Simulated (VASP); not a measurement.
OSZICAR of a VASP run on Ni$_{3}$Si (L1_2):

File OSZICAR:
```
       N       E                     dE             d eps       ncg     rms          rms(c)
DAV:   1     0.176906442239E+03    0.17691E+03   -0.13309E+04  5258   0.176E+03
DAV:   2    -0.178395366134E+02   -0.19475E+03   -0.18786E+03  5260   0.341E+02
DAV:   3    -0.271965844312E+02   -0.93570E+01   -0.89199E+01  5838   0.980E+01
DAV:   4    -0.274291106724E+02   -0.23253E+00   -0.23152E+00  6157   0.138E+01
DAV:   5    -0.274373500139E+02   -0.82393E-02   -0.82371E-02  6291   0.247E+00    0.188E+01
DAV:   6    -0.278267987234E+02   -0.38945E+00   -0.60183E+01  6003   0.125E+02    0.186E+01
DAV:   7    -0.237572014151E+02    0.40696E+01   -0.17563E+01  5842   0.699E+01    0.373E+00
DAV:   8    -0.237805220874E+02   -0.23321E-01   -0.92288E-01  7194   0.150E+01    0.283E+00
DAV:   9    -0.237550111011E+02    0.25511E-01   -0.29924E-01  7146   0.196E+01    0.212E+00
DAV:  10    -0.237212963951E+02    0.33715E-01   -0.71234E-02  7130   0.881E+00    0.491E-01
DAV:  11    -0.237213271522E+02   -0.30757E-04   -0.10973E-02  7708   0.219E+00    0.466E-01
DAV:  12    -0.237198626937E+02    0.14645E-02   -0.41849E-03  7484   0.222E+00    0.148E-01
DAV:  13    -0.237198201696E+02    0.42524E-04   -0.60025E-04  7603   0.635E-01    0.426E-02
DAV:  14    -0.237198113200E+02    0.88496E-05   -0.76132E-05  5968   0.151E-01    0.148E-02
DAV:  15    -0.237198074658E+02    0.38542E-05   -0.74615E-06  6491   0.388E-02    0.615E-03
DAV:  16    -0.237198073129E+02    0.15288E-06   -0.87120E-07  3135   0.190E-02
   1 F= -.23719807E+02 E0= -.23554575E+02  d E =-.330464E+00
```

Problem. Which electronic solver shows in the log?

Solution. It is blocked Davidson (ALGO = Normal, or the opening steps of other solvers). The INCAR had ALGO = Normal.

Problem. How was spin treated?

Solution. Without spin polarisation: there is no mag entry.

Problem. Can the final energy be trusted as converged?

Solution. Self-consistency was reached. It stopped with EDIFF = 1E-6, NELM = 100 (PBE GGA, plane waves, VASP's PBE PAW potentials (set 64)).

The compound is Ni3Si in the L1_2 structure. The cell was not relaxed at this level, atoms are displaced from their ideal sites. The run is one of a series of settings (ISMEAR = 0, SIGMA = 0.5 against the base run), some of them coarse on purpose. The run is not spin-polarised, so no magnetic state was tried.
